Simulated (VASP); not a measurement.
Input:

```xyz
3
Lattice="0.0000 2.2077 2.2077 2.2077 0.0000 2.2077 2.2077 2.2077 0.0000" Properties=species:S:1:pos:R:3 pbc="T T T"
Li     1.1038     1.1038     1.1038
Li     3.3115     3.3115     3.3115
O      0.0000     0.0000     0.0000
```

These are LDA (Ceperley-Alder, Perdew-Zunger), VASP's LDA PAW potentials (set 64) (plane waves; VASP) values and carry that method's errors. Run with 620 eV cut-off, 9×9×9 Γ-centred mesh, Gaussian smearing of 0.050 eV, potentials Li_sv O.

Energy and stress use the plane-wave basis of the starting cell.

Q: The ions, cell shape and volume at an external pressure of 10.0 GPa are relaxed. Predict the relaxed structure.

A: 
```xyz
3
Lattice="0.0000 2.1781 2.1781 2.1781 0.0000 2.1781 2.1781 2.1781 0.0000" Properties=species:S:1:pos:R:3 pbc="T T T"
Li     1.0891     1.0891     1.0891
Li     3.2672     3.2672     3.2672
O      0.0000     0.0000     0.0000
```
Space group Fm-3m (225), at a tolerance of 0.03 Å.

Q: How do energy and volume change from the first to the last step?

A: The energy (σ→0) changes by +13.2 meV/atom and the volume by -4.0 %, in 3 ionic steps.

The compound is Li2O in the antifluorite structure. This run relaxes it under an external pressure of 10 GPa. Symmetry was kept, so distortions that lower it aren't found.
